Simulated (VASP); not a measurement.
Energy against volume of Eu (bcc). All values below come from TPSS meta-GGA, VASP's PBE PAW potentials (set 64) (plane waves; VASP). Run with 520 eV cut-off, 12×12×12 Γ-centred mesh, first-order Methfessel-Paxton smearing of 0.10 eV, potentials Eu_2.

The 4f electrons are frozen in the core of the lanthanide potential, so 4f levels, which can set the real gap, and their magnetism are missing.

```csv
V (Å³/atom),E (eV/atom)
41.322,-6.53764
42.600,-6.53975
43.878,-6.53866
45.156,-6.53481
```

Q: Fit these four points and predict the energy of the run at 40.044 Å³/atom.

A: A cubic in V^(−2/3), the third-order Birch-Murnaghan form, passes through the four points with V0 = 42.77 Å³/atom and B0 = 13 GPa, and gives -6.5318 eV/atom there. The run gave -6.5318 eV/atom, -0.0 meV/atom from the fit; all five points give B0 = 13 GPa.

The compound is Eu in the bcc structure. It was relaxed first, which changed the volume by -11 %.
